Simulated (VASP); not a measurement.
Level of theory: PBE GGA, VASP's PBE PAW potentials (set 64) (plane waves; VASP).

A VASP calculation is set up with these files.

**INCAR**
```
ALGO = Normal
DIPOL = 0.5 0.5 0.5
EDIFF = 1E-6
ENCUT = 400
GGA = PE
IDIPOL = 3
ISMEAR = 1
LASPH = .True.
LCHARG = .False.
LDIPOL = .True.
LMAXMIX = 6
LORBIT = 11
LREAL = .False.
LVHAR = .True.
LWAVE = .False.
NELM = 100
NELMIN = 4
PREC = Normal
SIGMA = 0.1
SYSTEM = Au16Cl
```

**KPOINTS**
```
Automatic mesh
0
Gamma
5 5 1
0 0 0
```

POSCAR:
```
Au16Cl
5.8764810
  0.9999999583   0.0000000000   0.0000000000
  0.5000000658   0.8660254048   0.0000000000
  0.0000000000   0.0000000000   3.6510916779
Au Cl
16 1
Cartesian
  0.0000000000   0.0000000000   1.2078991168
  0.4999999792   0.0003288139   1.2136928487
  0.2502847941   0.4328482955   1.2136928487
  0.7497152508   0.4328482955   1.2136928487
  0.2487995521   0.1436444862   1.6214926093
  0.7512014350   0.1436444862   1.6214926093
  0.5000005371   0.5787372985   1.6214926093
  1.0000005161   0.5773505586   1.6189926101
  0.9999994873   0.2899266287   2.0217997401
  0.4999995080   0.2886748463   2.0199080730
  1.2489154446   0.7210616574   2.0217997401
  0.7510836162   0.7210616574   2.0217997401
  0.0000000000   0.0000000000   2.4190942683
  1.0000000443   0.8598254685   2.4268847476
  1.2446306894   0.4361126706   2.4268847476
  0.7553693145   0.4361126706   2.4268847476
  0.4999995080   0.2886748463   2.7766366563
```

POTCAR, in this order: Au Cl (PBE.64 set). Program: vasp_std. Read from the step before: WAVECAR.

The resulting files:

File OSZICAR:
```
       N       E                     dE             d eps       ncg     rms          rms(c)
DAV:   1    -0.513341473165E+02   -0.51334E+02   -0.12338E-04  1145   0.502E-02    0.198E-02
DAV:   2    -0.513341934431E+02   -0.46127E-04   -0.89298E-04  1281   0.145E-01    0.432E-02
DAV:   3    -0.513341300844E+02    0.63359E-04   -0.79530E-04  1305   0.134E-01    0.145E-02
DAV:   4    -0.513341257425E+02    0.43419E-05   -0.38872E-05  1099   0.307E-02    0.309E-03
DAV:   5    -0.513341259547E+02   -0.21216E-06   -0.36601E-06   994   0.613E-03
   1 F= -.51334126E+02 E0= -.51333298E+02  d E =-.248409E-02
```

OUTCAR:
```
------------------------ aborting loop because EDIFF is reached ----------------------------------------
  FORCE on cell =-STRESS in cart. coord.  units (eV):
  Direction    XX          YY          ZZ          XY          YZ          ZX
  --------------------------------------------------------------------------------------
  Total       -3.9893881     -3.9893885      0.0413547     -0.0000004     -0.0000000      0.0000000
  in kB       -9.9611966     -9.9611974      0.1032595     -0.0000010     -0.0000000      0.0000000
  external PRESSURE =      -6.6063782 kB  Pullay stress =       0.0000000 kB
  volume of cell :      641.66
      direct lattice vectors                 reciprocal lattice vectors
     5.876480755  0.000000000  0.000000000     0.170169876 -0.098247636  0.000000000
     2.938240887  5.089181837  0.000000000     0.000000000  0.196495239  0.000000000
     0.000000000  0.000000000 21.455570874     0.000000000  0.000000000  0.046607942
 POSITION                                       TOTAL-FORCE (eV/Angst)
 -----------------------------------------------------------------------------------
      0.00000      0.00000      7.09820        -0.000000      0.000000     -0.010275
      2.93824      0.00193      7.13224        -0.000000     -0.002966     -0.007568
      1.47079      2.54362      7.13224        -0.002569      0.001483     -0.007568
      4.40569      2.54362      7.13224         0.002569      0.001483     -0.007568
      1.46207      0.84412      9.52867         0.006895      0.003981     -0.004096
      4.41442      0.84412      9.52867        -0.006895      0.003981     -0.004096
      2.93824      3.40094      9.52867        -0.000000     -0.007961     -0.004096
      5.87648      3.39279      9.51398        -0.000000     -0.000000     -0.011795
      5.87648      1.70375     11.88107         0.000000      0.000157      0.000808
      2.93824      1.69639     11.86995        -0.000000     -0.000000      0.028543
      7.33923      4.23731     11.88107        -0.000136     -0.000079      0.000808
      4.41373      4.23731     11.88107         0.000136     -0.000079      0.000808
      0.00000      0.00000     14.21576        -0.000000     -0.000000      0.011615
      5.87648      5.05275     14.26154         0.000000      0.007773      0.006035
      7.31405      2.56281     14.26154         0.006732     -0.003886      0.006035
      4.43891      2.56281     14.26154        -0.006732     -0.003886      0.006035
      2.93824      1.69639     16.31685        -0.000000      0.000000     -0.003624
 -----------------------------------------------------------------------------------
    total drift:                                0.003066      0.001770      0.000751
  FREE ENERGIE OF THE ION-ELECTRON SYSTEM (eV)
  ---------------------------------------------------
  free  energy   TOTEN  =       -51.3341259547 eV

  energy  without entropy=      -51.3316418617  energy(sigma->0) =      -51.33329792

 total charge

# of ion       s       p       d       tot
------------------------------------------
    1        0.543   0.234   8.767   9.544
    2        0.540   0.240   8.767   9.548
    3        0.540   0.240   8.767   9.548
    4        0.540   0.240   8.767   9.548
    5        0.522   0.312   8.776   9.609
    6        0.522   0.312   8.776   9.609
    7        0.522   0.312   8.776   9.609
    8        0.530   0.314   8.767   9.611
    9        0.520   0.324   8.770   9.614
   10        0.526   0.311   8.776   9.613
   11        0.520   0.324   8.770   9.614
   12        0.520   0.324   8.770   9.614
   13        0.538   0.234   8.800   9.571
   14        0.506   0.269   8.783   9.558
   15        0.506   0.269   8.783   9.558
   16        0.506   0.269   8.783   9.558
   17        1.612   3.410   0.000   5.021
--------------------------------------------------
tot         10.013   7.938 140.395 158.346
```
(Selected blocks of OUTCAR.)

The cell is a thin slab with vacuum, built from Au (fcc): (111) face, Cl adsorbed.
